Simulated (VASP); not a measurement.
Given:

```xyz
4
Lattice="1.9140 1.1051 6.3453 -1.9140 1.1051 6.3453 0.0000 -2.2101 6.3453" Properties=species:S:1:pos:R:3 pbc="T T T"
Ga     0.0000     0.0000     8.2946
Ga     0.0000     0.0000    10.7413
P      0.0000     0.0000     1.1006
P      0.0000     0.0000    17.9353
```

The numbers are results of PBEsol GGA with spin-orbit coupling, VASP's PBE PAW potentials (set 64) (plane waves; VASP), not measurements. Settings: 400 eV cut-off, 6×6×6 Γ-centred mesh, Gaussian smearing of 0.050 eV, potentials Ga_d P.

Task: Give the energies of bands 29 to 42 at the high-symmetry points, in eV from the valence-band maximum.

Result: 
```
band      Γ      T     H2      L     S0      F
----  -----  -----  -----  -----  -----  -----
29    -1.84  -1.79  -4.36  -4.69  -4.58  -3.97
30    -1.84  -1.79  -4.36  -4.69  -4.58  -3.97
31    -0.28  -1.74  -4.29  -2.97  -3.93  -3.27
32    -0.28  -1.74  -4.29  -2.97  -3.93  -3.27
33    -0.05  -0.35  -3.62  -2.86  -3.87  -1.32
34    -0.05  -0.35  -3.62  -2.86  -3.87  -1.32
35     0.00  -0.27  -1.28  -1.90  -1.33  -0.60
36     0.00  -0.27  -1.28  -1.90  -1.33  -0.60
37     1.10   1.14   1.65   1.49   1.52   0.67
38     1.10   1.14   1.65   1.49   1.52   0.67
39     1.76   2.41   2.30   2.56   3.27   1.29
40     1.76   2.41   2.30   2.56   3.27   1.29
41     2.68   3.75   4.95   3.61   3.61   1.53
42     2.68   3.75   4.97   3.61   3.61   1.53
```

The gap is indirect, 0.67 eV, from the valence maximum at Γ to the conduction minimum at F.

The structure comes from a computed database's GaP entry (R-3m); how it stands against other phases isn't given here. It was relaxed first.
